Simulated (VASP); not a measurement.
Given:

```
GaS
1.0
    1.78669     1.03154     7.99923
   -1.78669     1.03154     7.99923
    0.00000    -2.06309     7.99923
Ga S
2 2
Direct
  0.94941   0.94941   0.94941
  0.05059   0.05059   0.05059
  0.23761   0.23761   0.23761
  0.76239   0.76239   0.76239
```

The numbers are results of PBEsol GGA, VASP's PBE PAW potentials (set 64) (plane waves; VASP 6.6.1), not measurements. Run with 400 eV cut-off, Gaussian smearing of 0.050 eV, potentials Ga_d S.

Question: Predict the band gap (along the path) with the smallest direct gap where there is one.

Answer: 
```
Item                                    Value
------------------------------------  -------
band gap (along the path)             1.80 eV
smallest direct gap (along the path)  1.80 eV
```

The structure comes from a computed database's GaS entry (R-3m); how it stands against other phases isn't given here. It was relaxed first.
